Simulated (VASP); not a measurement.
# Shielding tensors and field gradients of La2O3, part 3 of 7

Aim: NMR shielding tensors and field gradients of La2O3. The cell has space group P-3m1, a computed entry that need not be the common form of this compound. The start is a computed cell from the Materials Project.

VASP 6.6.1, plane waves and PAW; the level of theory is named at each step.

So far. Step 2 (Relaxation): At PBE, with these data sets, the largest force is down to 0.0076 eV/Å. Step 3 (Ground state): The cell has a gap of 3.91 eV on this mesh. Spin-orbit coupling is left out, which can shift or reorder these edges.

## (4) Shielding tensors (continued)

Level of this step: chemical shifts by linear response (GIPAW), PBE; plane waves and PAW (La, O) (VASP).

Valence and core; the G = 0 term is that of a spherical sample. NMR shielding, by row:

```tsv
atom	isotropic shielding (ppm)	span (ppm)	skew	isotropic shielding without the G = 0 term (ppm)
La1	3716	531.5	-1	3703
La2	3716	531.5	-1	3703
O3	-450.7	196	-0.9998	-464.4
O4	-450.7	196	-0.9998	-464.4
O5	-369	93.3	0.9998	-382.7
```

Ordered as |Vzz| ≥ |Vxx| ≥ |Vyy|, the program's way. Electric field gradients, by row:

```tsv
atom	Vxx (V/Å²)	Vyy (V/Å²)	Vzz (V/Å²)	asymmetry
La1	-56.35	-56.35	112.7	0
La2	-56.35	-56.35	112.7	0
O3	-4.27	-4.27	8.54	0
O4	-4.27	-4.27	8.54	0
O5	4.492	4.492	-8.984	0
```

## (5) Another functional

This step: chemical shifts by linear response (GIPAW), LDA; plane waves and PAW (La, O) (VASP 6.6.1).

The functional is changed, to see how much the shieldings depend on it.

Contents of INCAR:

```
SYSTEM = La2O3
PREC = Accurate
ENCUT = 560
EDIFF = 1E-09
NELM = 100
ISMEAR = 0
SIGMA = 0.01
LREAL = .FALSE.
ALGO = Normal
GGA = CA
NBANDS = 26
LASPH = .TRUE.
LWAVE = .FALSE.
LCHARG = .FALSE.
KPAR = 2
LCHIMAG = .TRUE.
LEFG = .TRUE.
DQ = 0.001
ICHIBARE = 1
LNMR_SYM_RED = .TRUE.
```

Contents of POSCAR:

```
La2O3
1.0
    3.9307778780      0.0000000000      0.0000000000
   -1.9653889390      3.4041534990      0.0000000000
    0.0000000000      0.0000000000      6.1119535200
La O
2 3
Direct
    0.6666666700      0.3333333300      0.7537901409
    0.3333333300      0.6666666700      0.2462098591
    0.6666666700      0.3333333300      0.3540179778
    0.3333333300      0.6666666700      0.6459820222
    0.0000000000      0.0000000000      0.0000000000
```

Contents of KPOINTS:

```
Automatic mesh
0
Gamma
6 6 4
0 0 0
```

PAW data sets: La and O (PBE family, release 64).

Run with:

```console
mpirun -np 2 vasp_std
```

Output:

```text
[banner, memory and clock lines left out]
running    2 mpi-ranks, on    1 nodes
 distrk:  each k-point on    1 cores,    2 groups
 distr:  one band on    1 cores,    1 groups

 POSCAR found type information on POSCAR LaO
 POSCAR found :  2 types and       5 ions
|                                                                             |
|               ----> ADVICE to this user running VASP <----                  |
|                                                                             |
|     You enforced a specific xc type in the INCAR file but a different       |
|     [... a line on the potential file left out ...]
|     I HOPE YOU KNOW WHAT YOU ARE DOING!                                     |
|                                                                             |

 LDA part: xc-table for (Slater(with rela. corr.)+CA(PZ))
 , standard interpolation
 POSCAR, INCAR and KPOINTS ok, starting setup
 FFT: planning ... GRIDC
 FFT: planning ... GRID_SOFT
 FFT: planning ... GRID
 WAVECAR not read
 entering main loop
       N       E                     dE             d eps       ncg     rms          rms(c)
DAV:   1     0.476314320961E+03    0.47631E+03   -0.16282E+04  1280   0.250E+03
DAV:   2     0.842679195551E+02   -0.39205E+03   -0.38181E+03  1776   0.382E+02
DAV:   3    -0.339056925912E+02   -0.11817E+03   -0.11527E+03  2132   0.202E+02
DAV:   4    -0.501401772064E+02   -0.16234E+02   -0.16208E+02  2128   0.821E+01
DAV:   5    -0.512209998047E+02   -0.10808E+01   -0.10802E+01  2096   0.249E+01    0.139E+01
DAV:   6    -0.461972335976E+02    0.50238E+01   -0.46144E+01  1976   0.392E+01    0.756E+00
DAV:   7    -0.460591624705E+02    0.13807E+00   -0.54589E+00  2424   0.223E+01    0.338E+00
DAV:   8    -0.459786572212E+02    0.80505E-01   -0.59260E-01  2112   0.600E+00    0.120E+00
DAV:   9    -0.459596351153E+02    0.19022E-01   -0.83123E-02  2264   0.227E+00    0.360E-01
DAV:  10    -0.459604794977E+02   -0.84438E-03   -0.24787E-02  2088   0.103E+00    0.186E-01
DAV:  11    -0.459607803402E+02   -0.30084E-03   -0.87581E-03  2240   0.700E-01    0.130E-01
DAV:  12    -0.459605768154E+02    0.20352E-03   -0.30789E-03  2176   0.350E-01    0.346E-02
DAV:  13    -0.459606008787E+02   -0.24063E-04   -0.70104E-04  2152   0.177E-01    0.325E-02
DAV:  14    -0.459605833316E+02    0.17547E-04   -0.16953E-04  2192   0.109E-01    0.418E-03
DAV:  15    -0.459605840851E+02   -0.75351E-06   -0.11078E-05  2016   0.271E-02    0.290E-03
DAV:  16    -0.459605841741E+02   -0.88993E-07   -0.13014E-06  2376   0.985E-03    0.180E-03
DAV:  17    -0.459605841645E+02    0.96243E-08   -0.30389E-07  2064   0.392E-03    0.594E-04
DAV:  18    -0.459605841619E+02    0.26216E-08   -0.10096E-07  2104   0.224E-03    0.269E-04
DAV:  19    -0.459605841613E+02    0.60163E-09   -0.17362E-08  2056   0.103E-03    0.734E-05
DAV:  20    -0.459605841612E+02    0.30013E-10   -0.14885E-09  1256   0.412E-04
ion   1
     0.0000000    -0.0000000    -0.0000000     0.4935073     0.0000000    -0.0000000
     0.0000602    -0.0000000    -0.0000000     0.4935072     0.0000000    -0.0000000
     0.0000829    -0.0000000    -0.0000000     0.4935072     0.0000000    -0.0000000
     0.0001141    -0.0000000    -0.0000000     0.4935072     0.0000000    -0.0000000
     0.0001572    -0.0000000    -0.0000000     0.4935072     0.0000000    -0.0000000

     0.0000000    -0.0000000     0.0000000   -91.2754375     0.0000000    -0.0000001
     0.0000602    -0.0000000     0.0000000   -91.2492105     0.0000000    -0.0000001
     0.0000829    -0.0000000     0.0000000   -91.2358156     0.0000000    -0.0000001
     0.0001141    -0.0000000     0.0000000   -91.2148357     0.0000000    -0.0000001
     0.0001572    -0.0000000     0.0000000   -91.1821182     0.0000000    -0.0000001

ion   2
     0.0000000    -0.0000000    -0.0000000     0.4935073     0.0000000    -0.0000000
     0.0000602    -0.0000000    -0.0000000     0.4935072     0.0000000    -0.0000000
     0.0000829    -0.0000000    -0.0000000     0.4935072     0.0000000    -0.0000000
     0.0001141    -0.0000000    -0.0000000     0.4935072     0.0000000    -0.0000000
     0.0001572    -0.0000000    -0.0000000     0.4935072     0.0000000    -0.0000000

     0.0000000    -0.0000000     0.0000000   -91.2754375     0.0000000    -0.0000001
     0.0000602    -0.0000000     0.0000000   -91.2492105     0.0000000    -0.0000001
     0.0000829    -0.0000000     0.0000000   -91.2358156     0.0000000    -0.0000001
     0.0001141    -0.0000000     0.0000000   -91.2148357     0.0000000    -0.0000001
     0.0001572    -0.0000000     0.0000000   -91.1821182     0.0000000    -0.0000001

ion   3
     0.0000000    -0.0000000    -0.0000000    -2.8693975     0.0000000    -0.0000000
     0.0000293    -0.0000000    -0.0000000    -2.8693975     0.0000000    -0.0000000
     0.0000403    -0.0000000    -0.0000000    -2.8693975     0.0000000    -0.0000000
     0.0000555    -0.0000000    -0.0000000    -2.8693974     0.0000000    -0.0000000
     0.0000765    -0.0000000    -0.0000000    -2.8693974     0.0000000    -0.0000000

     0.0000000    -0.0000000    -0.0000000    -7.8790058     0.0000000    -0.0000000
     0.0000293    -0.0000000    -0.0000000    -7.8790039     0.0000000    -0.0000000
     0.0000403    -0.0000000    -0.0000000    -7.8790026     0.0000000    -0.0000000
     0.0000555    -0.0000000    -0.0000000    -7.8790004     0.0000000    -0.0000000
     0.0000765    -0.0000000    -0.0000000    -7.8789968     0.0000000    -0.0000000

ion   4
     0.0000000    -0.0000000    -0.0000000    -2.8693975     0.0000000    -0.0000000
     0.0000293    -0.0000000    -0.0000000    -2.8693975     0.0000000    -0.0000000
     0.0000403    -0.0000000    -0.0000000    -2.8693975     0.0000000    -0.0000000
     0.0000555    -0.0000000    -0.0000000    -2.8693974     0.0000000    -0.0000000
     0.0000765    -0.0000000    -0.0000000    -2.8693974     0.0000000    -0.0000000

     0.0000000    -0.0000000    -0.0000000    -7.8790058     0.0000000    -0.0000000
     0.0000293    -0.0000000    -0.0000000    -7.8790039     0.0000000    -0.0000000
     0.0000403    -0.0000000    -0.0000000    -7.8790026     0.0000000    -0.0000000
     0.0000555    -0.0000000    -0.0000000    -7.8790004     0.0000000    -0.0000000
     0.0000765    -0.0000000    -0.0000000    -7.8789968     0.0000000    -0.0000000

ion   5
     0.0000000    -0.0000000    -0.0000000     2.1913010     0.0000000    -0.0000000
     0.0000293    -0.0000000    -0.0000000     2.1913010     0.0000000    -0.0000000
     0.0000403    -0.0000000    -0.0000000     2.1913010     0.0000000    -0.0000000
     0.0000555    -0.0000000    -0.0000000     2.1913009     0.0000000    -0.0000000
[...]
BDIR= 3  IDIR= 1  IQ=  1
DAV:   1    -0.331818851362E+03   -0.33182E+03   -0.42436E-02  2648   0.110E+00
DAV:   2    -0.331819779229E+03   -0.92787E-03   -0.92787E-03  4768   0.899E-01
DAV:   3    -0.331819821986E+03   -0.42757E-04   -0.42757E-04  4184   0.116E-01
DAV:   4    -0.331819827746E+03   -0.57604E-05   -0.57604E-05  4672   0.588E-02
DAV:   5    -0.331819828104E+03   -0.35813E-06   -0.35809E-06  4160   0.110E-02
DAV:   6    -0.331819828146E+03   -0.41892E-07   -0.41837E-07  4528   0.440E-03
DAV:   7    -0.331819828150E+03   -0.35924E-08   -0.35942E-08  4256   0.106E-03
DAV:   8    -0.331819828150E+03   -0.26949E-09   -0.33501E-09  3248   0.402E-04
       N       E                     dE             d eps       ncg     rms
RMM:   1    -0.985572287180E+02   -0.98557E+02   -0.12826E+02  2913   0.459E+02
RMM:   2    -0.141384939278E+03   -0.42828E+02   -0.13138E+02  5290   0.431E+01
RMM:   3    -0.144091404457E+03   -0.27065E+01   -0.88221E+00  5837   0.101E+01
RMM:   4    -0.144433282989E+03   -0.34188E+00   -0.95615E-01  5931   0.291E+00
RMM:   5    -0.144464653533E+03   -0.31371E-01   -0.14095E-01  5788   0.101E+00
RMM:   6    -0.144468837576E+03   -0.41840E-02   -0.15736E-02  5946   0.355E-01
RMM:   7    -0.144469471385E+03   -0.63381E-03   -0.34734E-03  5910   0.132E-01
RMM:   8    -0.144469567397E+03   -0.96012E-04   -0.33536E-04  5873   0.462E-02
RMM:   9    -0.144469583580E+03   -0.16182E-04   -0.96532E-05  5723   0.176E-02
RMM:  10    -0.144469586048E+03   -0.24687E-05   -0.82598E-06  5296   0.608E-03
RMM:  11    -0.144469586478E+03   -0.43013E-06   -0.25738E-06  5008   0.242E-03
RMM:  12    -0.144469586565E+03   -0.86235E-07   -0.29050E-07  4197   0.942E-04
RMM:  13    -0.144469586582E+03   -0.17327E-07   -0.10417E-07  3371   0.403E-04
RMM:  14    -0.144469586585E+03   -0.30251E-08   -0.91344E-09  2641   0.176E-04
RMM:  15    -0.144469586586E+03   -0.49940E-09   -0.28596E-09  2182   0.985E-05
BDIR= 3  IDIR= 2  IQ= -1
DAV:   1    -0.331830530463E+03   -0.33183E+03   -0.42402E-02  2648   0.110E+00
DAV:   2    -0.331831462074E+03   -0.93161E-03   -0.93161E-03  4728   0.904E-01
DAV:   3    -0.331831502435E+03   -0.40360E-04   -0.40360E-04  4016   0.114E-01
DAV:   4    -0.331831508673E+03   -0.62385E-05   -0.62386E-05  4632   0.608E-02
DAV:   5    -0.331831509022E+03   -0.34843E-06   -0.34841E-06  4096   0.111E-02
DAV:   6    -0.331831509059E+03   -0.37623E-07   -0.37585E-07  4584   0.427E-03
DAV:   7    -0.331831509063E+03   -0.33554E-08   -0.33916E-08  4208   0.106E-03
DAV:   8    -0.331831509063E+03   -0.33339E-09   -0.32112E-09  3256   0.401E-04
       N       E                     dE             d eps       ncg     rms
RMM:   1    -0.986487461508E+02   -0.98649E+02   -0.12919E+02  2908   0.459E+02
RMM:   2    -0.141382845389E+03   -0.42734E+02   -0.13101E+02  5282   0.429E+01
RMM:   3    -0.144102921074E+03   -0.27201E+01   -0.92634E+00  5778   0.101E+01
RMM:   4    -0.144448919292E+03   -0.34600E+00   -0.99126E-01  5841   0.294E+00
RMM:   5    -0.144481065166E+03   -0.32146E-01   -0.13851E-01  5763   0.997E-01
RMM:   6    -0.144485161120E+03   -0.40960E-02   -0.16803E-02  5852   0.352E-01
RMM:   7    -0.144485786010E+03   -0.62489E-03   -0.33572E-03  5840   0.129E-01
RMM:   8    -0.144485876621E+03   -0.90611E-04   -0.37882E-04  5657   0.461E-02
RMM:   9    -0.144485893472E+03   -0.16851E-04   -0.93823E-05  5422   0.175E-02
RMM:  10    -0.144485895949E+03   -0.24768E-05   -0.88277E-06  5039   0.622E-03
RMM:  11    -0.144485896426E+03   -0.47755E-06   -0.28897E-06  4758   0.248E-03
RMM:  12    -0.144485896513E+03   -0.86906E-07   -0.33876E-07  4037   0.955E-04
RMM:  13    -0.144485896531E+03   -0.17402E-07   -0.10357E-07  3287   0.392E-04
RMM:  14    -0.144485896533E+03   -0.27147E-08   -0.91071E-09  2571   0.171E-04
RMM:  15    -0.144485896534E+03   -0.50568E-09   -0.32487E-09  2079   0.963E-05
BDIR= 3  IDIR= 2  IQ=  0
DAV:   1    -0.331821312476E+03   -0.33182E+03   -0.45641E-10  2408   0.383E-04
DAV:   2    -0.331821312476E+03   -0.21032E-10   -0.20467E-10  2352   0.206E-04
       N       E                     dE             d eps       ncg     rms
RMM:   1    -0.986361159984E+02   -0.98636E+02   -0.12900E+02  2908   0.459E+02
RMM:   2    -0.141385014582E+03   -0.42749E+02   -0.13106E+02  5283   0.429E+01
RMM:   3    -0.144101321338E+03   -0.27163E+01   -0.92043E+00  5782   0.101E+01
RMM:   4    -0.144448074091E+03   -0.34675E+00   -0.98985E-01  5843   0.293E+00
RMM:   5    -0.144480238099E+03   -0.32164E-01   -0.13887E-01  5754   0.996E-01
RMM:   6    -0.144484330518E+03   -0.40924E-02   -0.16781E-02  5850   0.352E-01
RMM:   7    -0.144484954967E+03   -0.62445E-03   -0.33873E-03  5831   0.129E-01
RMM:   8    -0.144485044949E+03   -0.89983E-04   -0.36434E-04  5635   0.458E-02
RMM:   9    -0.144485061766E+03   -0.16816E-04   -0.93908E-05  5402   0.174E-02
RMM:  10    -0.144485064217E+03   -0.24514E-05   -0.88290E-06  5008   0.627E-03
RMM:  11    -0.144485064711E+03   -0.49365E-06   -0.30138E-06  4741   0.249E-03
RMM:  12    -0.144485064791E+03   -0.80445E-07   -0.30585E-07  4052   0.944E-04
RMM:  13    -0.144485064807E+03   -0.15815E-07   -0.92234E-08  3286   0.389E-04
RMM:  14    -0.144485064810E+03   -0.26918E-08   -0.94856E-09  2543   0.173E-04
RMM:  15    -0.144485064810E+03   -0.52887E-09   -0.33802E-09  2038   0.972E-05
BDIR= 3  IDIR= 2  IQ=  1
DAV:   1    -0.331810136538E+03   -0.33181E+03   -0.42404E-02  2648   0.110E+00
DAV:   2    -0.331811067219E+03   -0.93068E-03   -0.93068E-03  4688   0.904E-01
DAV:   3    -0.331811109806E+03   -0.42587E-04   -0.42588E-04  4056   0.120E-01
DAV:   4    -0.331811115857E+03   -0.60510E-05   -0.60510E-05  4608   0.602E-02
DAV:   5    -0.331811116216E+03   -0.35894E-06   -0.35889E-06  4144   0.114E-02
DAV:   6    -0.331811116257E+03   -0.40274E-07   -0.40303E-07  4552   0.448E-03
DAV:   7    -0.331811116260E+03   -0.34752E-08   -0.34899E-08  4288   0.109E-03
DAV:   8    -0.331811116260E+03   -0.22658E-09   -0.28728E-09  3160   0.377E-04
       N       E                     dE             d eps       ncg     rms
RMM:   1    -0.986540766811E+02   -0.98654E+02   -0.12913E+02  2909   0.459E+02
RMM:   2    -0.141389063014E+03   -0.42735E+02   -0.13099E+02  5282   0.429E+01
RMM:   3    -0.144100779794E+03   -0.27117E+01   -0.91645E+00  5778   0.101E+01
RMM:   4    -0.144446885236E+03   -0.34611E+00   -0.98967E-01  5845   0.293E+00
RMM:   5    -0.144478965292E+03   -0.32080E-01   -0.13867E-01  5756   0.995E-01
RMM:   6    -0.144483057535E+03   -0.40922E-02   -0.16717E-02  5846   0.351E-01
RMM:   7    -0.144483677371E+03   -0.61984E-03   -0.33809E-03  5845   0.128E-01
RMM:   8    -0.144483766561E+03   -0.89190E-04   -0.36298E-04  5639   0.456E-02
RMM:   9    -0.144483783176E+03   -0.16615E-04   -0.93054E-05  5428   0.173E-02
RMM:  10    -0.144483785589E+03   -0.24126E-05   -0.84798E-06  5033   0.627E-03
RMM:  11    -0.144483786077E+03   -0.48891E-06   -0.30234E-06  4768   0.251E-03
RMM:  12    -0.144483786157E+03   -0.79165E-07   -0.29582E-07  4103   0.934E-04
RMM:  13    -0.144483786172E+03   -0.15777E-07   -0.94315E-08  3311   0.389E-04
RMM:  14    -0.144483786175E+03   -0.27699E-08   -0.10235E-08  2563   0.174E-04
RMM:  15    -0.144483786176E+03   -0.56747E-09   -0.35227E-09  2074   0.981E-05
       N       E                     dE             d eps       ncg     rms
RLQ:   1    -0.580665575648E+01   -0.58067E+01   -0.15256E+03  2449   0.803E+02
RLQ:   2    -0.810374223617E+01   -0.22971E+01   -0.26229E+00  5206   0.659E+00
RLQ:   3    -0.820328289135E+01   -0.99541E-01   -0.25392E-01  5509   0.127E+00
RLQ:   4    -0.820925749357E+01   -0.59746E-02   -0.14092E-02  5712   0.272E-01
RLQ:   5    -0.820967308832E+01   -0.41559E-03   -0.10386E-03  5644   0.653E-02
RLQ:   6    -0.820970426196E+01   -0.31174E-04   -0.68063E-05  5596   0.170E-02
RLQ:   7    -0.820970609891E+01   -0.18369E-05   -0.59618E-06  5221   0.423E-03
RLQ:   8    -0.820970627151E+01   -0.17260E-06   -0.61073E-07  4604   0.124E-03
RLQ:   9    -0.820970629206E+01   -0.20553E-07   -0.84147E-08  3841   0.391E-04
RLQ:  10    -0.820970629457E+01   -0.25105E-08   -0.71927E-09  2621   0.135E-04
RLQ:  11    -0.820970629478E+01   -0.20954E-09   -0.82119E-10  1976   0.749E-05
```

The job ended after 18 min (2 MPI ranks of Intel Xeon 6975P-C (Granite Rapids), shared host; peak memory 1.4 GiB).

OUTCAR, selected parts (step 5):

```text
   NELECT =      40.0000    total number of electrons

  Total       -3.2501529     -3.2501529     -2.9914954     -0.0000000     -0.0000000      0.0000000
  in kB      -63.6717355    -63.6717355    -58.6045378     -0.0000000     -0.0000000      0.0000000
  external PRESSURE =     -61.9826696 kB  Pullay stress =       0.0000000 kB

 POSITION                                       TOTAL-FORCE (eV/Angst)
 -----------------------------------------------------------------------------------
      1.96539      1.13472      4.60713        -0.000000      0.000000     -0.154223
     -0.00000      2.26944      1.50482         0.000000     -0.000000      0.154223
      1.96539      1.13472      2.16374        -0.000000      0.000000      0.022161
     -0.00000      2.26944      3.94821         0.000000     -0.000000     -0.022161
      0.00000      0.00000      0.00000         0.000000      0.000000      0.000000
 -----------------------------------------------------------------------------------
    total drift:                               -0.000000      0.000000      0.000000

 Electric field gradients after diagonalization (V/A^2)
 (convention: |V_zz| > |V_xx| > |V_yy|)
----------------------------------------------------------------------
 ion       V_xx      V_yy      V_zz     asymmetry (V_yy - V_xx)/ V_zz
----------------------------------------------------------------------
   1     -57.530   -57.529   115.058       0.000
   2     -57.530   -57.529   115.058       0.000
   3      -4.545    -4.545     9.090       0.000
   4      -4.545    -4.545     9.090       0.000
   5       4.146     4.146    -8.292       0.000
----------------------------------------------------------------------

  ORBITAL MAGNETIC SUSCEPTIBILITY, excluding core contribution
 -------------------------------------------------------------
  Approximate magnetic susceptibility, pGv (10^-6 cm^3/mole)
     1        -63.632885          0.000000          0.000000
     2          0.000000        -63.752251          1.330711
     3          0.000000          1.135621        -54.869329
 -------------------------------------------------------------
  Approximate magnetic susceptibility, vGv (10^-6 cm^3/mole)
     1        -37.405514          0.000000          0.000000
     2          0.000000        -37.631928          1.853007
     3          0.000000          1.761656        -25.946299

  BDIR labels direction of applied magnetic field (i.e. B0)
  For BDIR==1, B0 along x-axis, etc.
  Induced field listed along cartesian directions for each BDIR
 ------------------------------------------------------------------------------------------
                 EXCLUDING G=0 CONTRIBUTION              INCLUDING G=0 CONTRIBUTION
 ------------------------------------------------------------------------------------------
  ion  BDIR            X           Y           Z                X           Y           Z
          (   iso_shield        span        skew ) (   iso_shield        span        skew )
 ------------------------------------------------------------------------------------------
    1     1    3828.2913      0.0000     -0.0000        3842.5708      0.0000     -0.0000
          2       0.0000   3828.2715      0.0024           0.0000   3842.5714     -0.2239
          3       0.0000      0.0114   3284.0419           0.0000     -0.1817   3296.8308
          (    3646.8682    544.2493     -0.9999 ) (    3660.6577    545.7407     -1.0000 )

    2     1    3828.2913      0.0000     -0.0000        3842.5708      0.0000     -0.0000
          2       0.0000   3828.2715      0.0024           0.0000   3842.5714     -0.2239
          3       0.0000      0.0114   3284.0419           0.0000     -0.1817   3296.8308
          (    3646.8682    544.2493     -0.9999 ) (    3660.6577    545.7407     -1.0000 )

    3     1    -425.6766      0.0000      0.0000        -411.3971      0.0000      0.0000
          2       0.0000   -425.6725      0.0026           0.0000   -411.3726     -0.2237
          3       0.0000     -0.0017   -628.2123           0.0000     -0.1949   -615.4234
          (    -493.1871    202.5398     -1.0000 ) (    -479.3977    204.0512     -0.9998 )

    4     1    -425.6766      0.0000      0.0000        -411.3971      0.0000      0.0000
          2       0.0000   -425.6725      0.0026           0.0000   -411.3726     -0.2237
          3       0.0000     -0.0017   -628.2123           0.0000     -0.1949   -615.4234
          (    -493.1871    202.5398     -1.0000 ) (    -479.3977    204.0512     -0.9998 )

    5     1    -440.1070      0.0000      0.0000        -425.8274      0.0000      0.0000
          2       0.0000   -440.1087      0.0048           0.0000   -425.8088     -0.2216
          3       0.0000     -0.0001   -339.6871           0.0000     -0.1932   -326.8982
          (    -406.6343    100.4216      1.0000 ) (    -392.8448     98.9297      0.9996 )
 ------------------------------------------------------------------------------------------

[... 9 parts as in an earlier step ...]

[... 3 further parts left out ...]
```

The atoms bear forces, and field gradients depend strongly on their positions. The PAW data sets were made with PBE, though LDA sets exist; this is a small mismatch.

Numbers from this step:

```yaml
free_energy_toten: -45.96 eV
fermi_energy: 5.742 eV
pressure: -6.198 GPa
gap_on_the_k_mesh: 3.728 eV
least_direct_gap_on_the_k_mesh: 3.818 eV
```

[end of part 3 of 7]

[Lines on the potential files, build, host, timing and source positions are cut from VASP's logs without a mark.]

[Logs are printed without paths, hosts, clocks, repeated set-up lines and the standing remarks that a program may print on its own settings, such as how far it seeks lower states.]

[Hosts, paths, dates, database ids (printed as entryN), source tags and the programs' standing remarks are cut or masked in the printed files.]
